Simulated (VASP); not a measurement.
Set up this calculation in VASP 6.6.1, as the native input.

| Item | Value |
| --- | --- |
| Task | relaxation of cell and atoms |
| Functional | rSCAN |
| Potentials or basis | VASP PAW PBE potentials, release 64 (Ba_sv, H, Rh_pv) |
| Cutoff | 600 eV |
| k mesh | 7 × 7 × 7 |
| Occupations | gaussian, width 0.05 eV |
| Spin | no spin polarisation |
| Further INCAR settings | ALGO = Normal; EDIFF = 1e-06; IBRION = 2; EDIFFG = -0.02; NSW = 40; ISIF = 3 |

The structure of BaHRh lies in POSCAR:

```
BaHRh
1.0
    3.7663947300      0.0000000000      0.0000000000
    0.0000000000      3.7663947300      0.0000000000
    0.0000000000      0.0000000000      3.8438360900
Ba H Rh
1 1 1
Direct
    0.0000000000      0.0000000000      0.0000000000
    0.5000000000      0.5000000000      0.0000000000
    0.5000000000      0.5000000000      0.5000000000
```

The cell was built by a generator and needn't be a form met in nature.

The input as run:

INCAR

```
PREC = Accurate
ENCUT = 600
EDIFF = 1E-6
ISMEAR = 0
SIGMA = 0.05
LREAL = F
LASPH = T
NELM = 60
ALGO = Normal
ISIF = 3
LWAVE = F
LCHARG = F
METAGGA = RSCAN
LMIXTAU = T
IBRION = 2
NSW = 40
EDIFFG = -0.02
```

KPOINTS

```
Automatic mesh
0
Gamma
  7 7 7
```

Potentials or basis: VASP PAW PBE potentials, release 64 (Ba_sv, H, Rh_pv).

Run with:

```bash
$ cat potpaw_PBE.64/Ba_sv/POTCAR potpaw_PBE.64/H/POTCAR potpaw_PBE.64/Rh_pv/POTCAR > POTCAR
$ mpirun -np 1 vasp_std > vasp.out
```

It gave:

```yaml
Relaxed_volume: 19.40 Å³/atom
Relaxed_cell: a = 4.070 Å, b = 4.070 Å, c = 3.513 Å, α = 90.00°, β = 90.00°, γ = 90.00°
Space_group_after_relaxing_to_0.05_Å: P4/mmm (No. 123)
Energy_gained_by_relaxing: 120.6 meV/atom
Ionic_steps: 7
Pressure_after_relaxing: -0.1 GPa
Band_gap_on_the_k_mesh: 0.53 eV, indirect (least direct gap 0.83 eV)
```

Caveat: the PAW data sets were made with another functional, which shifts forces and pressure a little; spin-orbit coupling is left out, which moves the levels of the heavy elements; an odd mesh through Γ misses points on the zone boundary, where band edges often lie.

Run time: 6.4 min on 1 thread of Intel(R) Xeon(R) 6975P-C (Granite Rapids) (shared host), peak memory 0.23 GiB.
